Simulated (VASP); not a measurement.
VASP runs on Mg₂Cd (space group Fd-3m) share one base input (PBE GGA, plane waves, VASP's PBE PAW potentials (set 64)) and change the settings named in each case.

File KPOINTS:
```
Automatic mesh
0
Gamma
4 4 4
0 0 0
```

**POSCAR**
```
Mg2Cd
8.6888980
  0.0000000000   0.5000000000   0.5000000000
  0.5000000000   0.0000000000   0.5000000000
  0.5000000000   0.5000000000   0.0000000000
Mg Cd
4 2
Direct
  0.1250000000   0.1250000000   0.1250000000
  0.6250000000   0.1250000000   0.1250000000
  0.1250000000   0.6250000000   0.1250000000
  0.1250000000   0.1250000000   0.6250000000
  0.7500000000   0.7500000000   0.7500000000
  0.5000000000   0.5000000000   0.5000000000
```

INCAR:
```
SYSTEM=Mg2Cd
PREC=Accurate; ENCUT=300; LREAL=F
LASPH=T
EDIFF=1E-6; NELM=100; ALGO=Normal
LMAXMIX=4
ISMEAR=0; SIGMA=0.2
GGA=PE
ISIF=2
LWAVE=F; LCHARG=F
```

POTCAR, in this order: Mg Cd (PBE.64 set). Program: vasp_std.

| change | E(σ→0) (eV/atom) | pressure (GPa) | −TS (eV) |
|---|---|---|---|
| base run | -1.1008 | -3.80 | -0.0814 |
| GGA = PS | -1.3381 | -4.90 | -0.0807 |
| GGA_COMPAT = .FALSE., LNONCOLLINEAR = .TRUE., LSORBIT = .TRUE., MAGMOM = 0.0 0.0 0.0 0.0 0.0 0.0 0.0 0.0 0.0 0.0 0.0 0.0 0.0 0.0 0.0 0.0 0.0 0.0, program vasp_ncl | -1.1096 | [?] | [?] |
| KPOINTS 7×7×7 Γ-centred mesh | -1.1304 | [?] | [?] |

Some entries are withheld; supply them.

- GGA_COMPAT = .FALSE., LNONCOLLINEAR = .TRUE., LSORBIT = .TRUE., MAGMOM = 0.0 0.0 0.0 0.0 0.0 0.0 0.0 0.0 0.0 0.0 0.0 0.0 0.0 0.0 0.0 0.0 0.0 0.0, program vasp_ncl, pressure (GPa): -3.83
- GGA_COMPAT = .FALSE., LNONCOLLINEAR = .TRUE., LSORBIT = .TRUE., MAGMOM = 0.0 0.0 0.0 0.0 0.0 0.0 0.0 0.0 0.0 0.0 0.0 0.0 0.0 0.0 0.0 0.0 0.0 0.0, program vasp_ncl, −TS (eV): -0.0813
- KPOINTS 7×7×7 Γ-centred mesh, pressure (GPa): -3.51
- KPOINTS 7×7×7 Γ-centred mesh, −TS (eV): -0.0533

Energies of different potentials or functionals have different zeros.  At 300 eV the pressure can carry a Pulay error.

Left out are runs that ran out of time, are held back, or changed the cell or the kind of run, fixed moments of cells without a moment, rows past the twelfth, gaps on odd meshes, pressures of charged cells and columns that move by less than the noise.

The structure was generated: Mg2Cd was put into an ordered model structure, which need not be its known phase. The cell was not relaxed at this level, its lattice was scaled by up to 2.5 %.
